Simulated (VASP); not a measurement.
Data:

```xyz
2
Lattice="0.0000 1.7406 1.7406 1.7406 0.0000 1.7406 1.7406 1.7406 0.0000" Properties=species:S:1:pos:R:3 pbc="T T T"
C      0.0000     0.0000     0.0000
C      0.8703     0.8703     0.8703
```

All values below come from MS2 meta-GGA, VASP's PBE PAW potentials (set 64) (plane waves; VASP). Run with 520 eV cut-off, 13×13×13 Γ-centred mesh, Gaussian smearing of 0.050 eV, potentials C.

Q: Give the stress tensor in GPa (positive for a compressed cell).

A: 
```
32.34   0.00   0.00
 0.00  32.34   0.00
 0.00   0.00  32.34
```
The pressure is its mean diagonal, 32.34 GPa.

The compound is C in the diamond structure. This cell is one point of a volume scan, at 0.94 of the reference volume.
